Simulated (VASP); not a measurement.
Calculation: PBE GGA, VASP's PBE PAW potentials (set 64) (plane waves; VASP).

A VASP calculation is set up with these files.

KPOINTS:
```
Automatic mesh
0
Gamma
10 10 10
0 0 0
```

POSCAR:
```
BAs
1
   -0.0000000000     2.3801387988     2.3801387988
    2.3801387988    -0.0000000000     2.3801387988
    2.3801387988     2.3801387988     0.0000000000
B As
1 1
Direct
  0.0000000000   0.0000000000   0.0000000000
  0.2500000000   0.2500000000   0.2500000000
```

### INCAR
```
! general
SYSTEM =BAs
PREC   =Accurate
ENCUT  =620
LREAL  =.False.
LASPH  =.True.

! electronic loop
EDIFF  =1E-6
NELM   =100
ALGO   =Normal
LMAXMIX=4

! smearing
ISMEAR =0
SIGMA  =0.05

! functional
GGA    =PE

! ions
IBRION =2
NSW    =40
ISIF   =3
EDIFFG =-0.02
PSTRESS=50

! output
LWAVE  =.False.
LCHARG =.False.
```

POTCAR, in this order: B As (PBE.64 set). Program: vasp_std.

Output of the run:

OSZICAR:
```
       N       E                     dE             d eps       ncg     rms          rms(c)
DAV:   1     0.159334829561E+02    0.15933E+02   -0.44717E+03   752   0.103E+03
DAV:   2    -0.116664425799E+02   -0.27600E+02   -0.26915E+02  1176   0.116E+02
DAV:   3    -0.120594786220E+02   -0.39304E+00   -0.39304E+00   824   0.180E+01
DAV:   4    -0.120601846443E+02   -0.70602E-03   -0.70602E-03  1152   0.793E-01
DAV:   5    -0.120601851025E+02   -0.45827E-06   -0.45827E-06   840   0.108E-02    0.502E+00
DAV:   6    -0.114682038317E+02    0.59198E+00   -0.18808E+00   792   0.716E+00    0.248E+00
DAV:   7    -0.114065140593E+02    0.61690E-01   -0.21673E-01  1056   0.282E+00    0.966E-01
DAV:   8    -0.113994555438E+02    0.70585E-02   -0.21809E-02   808   0.104E+00    0.118E-01
DAV:   9    -0.113997826895E+02   -0.32715E-03   -0.58929E-04   960   0.200E-01    0.683E-02
DAV:  10    -0.113999637966E+02   -0.18111E-03   -0.28858E-04   880   0.126E-01    0.165E-02
DAV:  11    -0.113999692077E+02   -0.54111E-05   -0.10734E-05  1136   0.262E-02    0.142E-02
DAV:  12    -0.113999687734E+02    0.43430E-06   -0.24858E-06   792   0.110E-02
   1 F= -.10558387E+02 E0= -.10558387E+02  d E =-.105584E+02
```

**OUTCAR**
```
------------------------ aborting loop because EDIFF is reached ----------------------------------------
  FORCE on cell =-STRESS in cart. coord.  units (eV):
  Direction    XX          YY          ZZ          XY          YZ          ZX
  --------------------------------------------------------------------------------------
  Total        0.8394264      0.8394264      0.8394264     -0.0000000      0.0000000     -0.0000000
  in kB       49.8719536     49.8719536     49.8719536     -0.0000000      0.0000000     -0.0000000
  external PRESSURE =      -0.1280464 kB  Pullay stress =      50.0000000 kB
  volume of cell :       26.97
      direct lattice vectors                 reciprocal lattice vectors
     0.000000000  2.380138799  2.380138799    -0.210071782  0.210071782  0.210071782
     2.380138799  0.000000000  2.380138799     0.210071782 -0.210071782  0.210071782
     2.380138799  2.380138799  0.000000000     0.210071782  0.210071782 -0.210071782
  FREE ENERGIE OF THE ION-ELECTRON SYSTEM (eV)
  ---------------------------------------------------
  free  energy   TOTEN  =       -11.3999687734 eV

  energy  without entropy=      -11.3999687734  energy(sigma->0) =      -11.39996877
  enthalpy is  TOTEN    =       -10.5583871007 eV   P V=        0.8415816727

 reached required accuracy - stopping structural energy minimisation
```
(Selected blocks of OUTCAR.)

**OUTCAR**
```
 val. band max:        6.2424261849   @ k =   0.0000   0.0000   0.0000

 cond. band min:       7.4072642225   @ k =   0.4000   0.4000   0.0000


 Fermi energy:         6.5024496431

 k-point     1 :       0.0000    0.0000    0.0000
  band No.  band energies     occupation
      1      -9.2549      2.00000
      2       6.2424      2.00000
      3       6.2424      2.00000
      4       6.2424      2.00000
      5       9.5323      0.00000
      6       9.5323      0.00000
      7       9.5323      0.00000
      8      11.0639      0.00000

 k-point     2 :       0.1000    0.0000    0.0000
  band No.  band energies     occupation
      1      -9.0890      2.00000
      2       4.8408      2.00000
      3       5.9371      2.00000
      4       5.9371      2.00000
      5       9.7015      0.00000
      6       9.9341      0.00000
      7       9.9341      0.00000
      8      11.9122      0.00000

 k-point     3 :       0.2000    0.0000    0.0000
  band No.  band energies     occupation
      1      -8.5998      2.00000
      2       2.4583      2.00000
      3       5.3564      2.00000
      4       5.3564      2.00000
      5       9.5034      0.00000
      6      10.6567      0.00000
      7      10.6567      0.00000
      8      13.5111      0.00000

 k-point     4 :       0.3000    0.0000    0.0000
  band No.  band energies     occupation
      1      -7.8232      2.00000
      2       0.1464      2.00000
      3       4.8436      2.00000
      4       4.8436      2.00000
      5       9.2375      0.00000
      6      11.0564      0.00000
      7      11.0564      0.00000
      8      14.7475      0.00000

 k-point     5 :       0.4000    0.0000    0.0000
  band No.  band energies     occupation
      1      -6.8915      2.00000
      2      -1.7497      2.00000
      3       4.5147      2.00000
      4       4.5147      2.00000
      5       9.0580      0.00000
      6      11.0762      0.00000
      7      11.0762      0.00000
...
```

The compound is BAs in the zinc blende structure. It was relaxed first under an external pressure of 5 GPa.
